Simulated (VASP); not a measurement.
All values below come from PBE GGA, VASP's PBE PAW potentials (set 64) (plane waves; VASP 6.6.1).

A VASP calculation is set up with these files.

### POSCAR
```
KCl
1.0
  0.0000000000   3.1919840206   3.1919840206
  3.1919840206   0.0000000000   3.1919840206
  3.1919840206   3.1919840206   0.0000000000
K Cl
1 1
Cart
  0.0000000000   0.0000000000   0.0000000000
  3.1919840206   3.1919840206   3.1919840206
```

KPOINTS:
```
Automatic mesh
0
G
 8 8 8
```

INCAR:
```
! general
SYSTEM = KCl
PREC   = Accurate
ENCUT  = 480
LREAL  = F
LASPH  = T

! electronic loop
EDIFF  = 1E-7   ! SCF stop (eV)
NELM   = 100
ALGO   = Normal   ! blocked Davidson

! smearing
ISMEAR = 0
SIGMA  = 0.05

! functional
GGA    = PE

! ions
ISIF   = 2

! output
LWAVE  = F
LCHARG = F
```

POTCAR, in this order: K_sv Cl (PBE.64 set). Program: vasp_std.

What VASP printed:

OSZICAR:
```
       N       E                     dE             d eps       ncg     rms          rms(c)
DAV:   1     0.104419064816E+03    0.10442E+03   -0.69477E+03   696   0.112E+03
DAV:   2    -0.908078831960E+00   -0.10533E+03   -0.97544E+02   916   0.268E+02
DAV:   3    -0.692303014310E+01   -0.60150E+01   -0.59812E+01   892   0.600E+01
DAV:   4    -0.711384036799E+01   -0.19081E+00   -0.19060E+00  1216   0.101E+01
DAV:   5    -0.711481163713E+01   -0.97127E-03   -0.97122E-03   904   0.735E-01    0.316E+00
DAV:   6    -0.681261149691E+01    0.30220E+00   -0.56786E-01   840   0.405E+00    0.259E+00
DAV:   7    -0.679607141395E+01    0.16540E-01   -0.13666E-01   880   0.221E+00    0.151E+00
DAV:   8    -0.680903244311E+01   -0.12961E-01   -0.21218E-02   960   0.123E+00    0.183E-01
DAV:   9    -0.680995242792E+01   -0.91998E-03   -0.14711E-03   908   0.260E-01    0.104E-01
DAV:  10    -0.681064397557E+01   -0.69155E-03   -0.68197E-04   796   0.210E-01    0.124E-02
DAV:  11    -0.681065606320E+01   -0.12088E-04   -0.20925E-05   984   0.333E-02    0.684E-03
DAV:  12    -0.681065967618E+01   -0.36130E-05   -0.59510E-06   856   0.183E-02    0.301E-03
DAV:  13    -0.681065976699E+01   -0.90814E-07   -0.67652E-07   916   0.656E-03
   1 F= -.68106598E+01 E0= -.68106598E+01  d E =-.296067E-22
```

### OUTCAR
```
------------------------ aborting loop because EDIFF is reached ----------------------------------------
  FORCE on cell =-STRESS in cart. coord.  units (eV):
  Direction    XX          YY          ZZ          XY          YZ          ZX
  --------------------------------------------------------------------------------------
  Total       -0.0068828     -0.0068828     -0.0068828      0.0000000      0.0000000     -0.0000000
  in kB       -0.1695379     -0.1695379     -0.1695379      0.0000000      0.0000000     -0.0000000
  external PRESSURE =      -0.1695379 kB  Pullay stress =       0.0000000 kB
  volume of cell :       65.04
      direct lattice vectors                 reciprocal lattice vectors
     0.000000000  3.191984021  3.191984021    -0.156642388  0.156642388  0.156642388
     3.191984021  0.000000000  3.191984021     0.156642388 -0.156642388  0.156642388
     3.191984021  3.191984021  0.000000000     0.156642388  0.156642388 -0.156642388
  FREE ENERGIE OF THE ION-ELECTRON SYSTEM (eV)
  ---------------------------------------------------
  free  energy   TOTEN  =        -6.8106597670 eV

  energy  without entropy=       -6.8106597670  energy(sigma->0) =       -6.81065977
```
(Selected blocks of OUTCAR.)

The compound is KCl in the rock salt structure. It was relaxed first.
